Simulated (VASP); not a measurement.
Consider the following.

```
CELL_PARAMETERS angstrom
      2.01350    -3.48749     0.00000
      2.01350     3.48749     0.00000
      0.00000     0.00000     5.06457
ATOMIC_POSITIONS crystal
  Te 0.33333 0.66667 0.26408
  Te 0.66667 0.33333 0.73592
  Pt 0.00000 0.00000 0.00000
```

Calculation: LDA (Ceperley-Alder, Perdew-Zunger) with spin-orbit coupling, VASP's LDA PAW potentials (set 64) (plane waves; VASP). Numerical set-up: 400 eV cut-off, 8×8×6 Γ-centred mesh, Gaussian smearing of 0.050 eV, potentials Te Pt.

**Question.** Estimate the energy per atom (σ→0), band gap (over mesh and band path) with the smallest direct gap where there is one.

**Answer.** 
```yaml
band gap (over mesh and band path): none (metal, semimetal or under 0.01 eV)
energy per atom (σ→0): -5.644 eV/atom
```

The absolute energy has meaning only against runs of the same code, potentials and settings.

The compound is PtTe2 in the 1T layered structure. It was relaxed first.
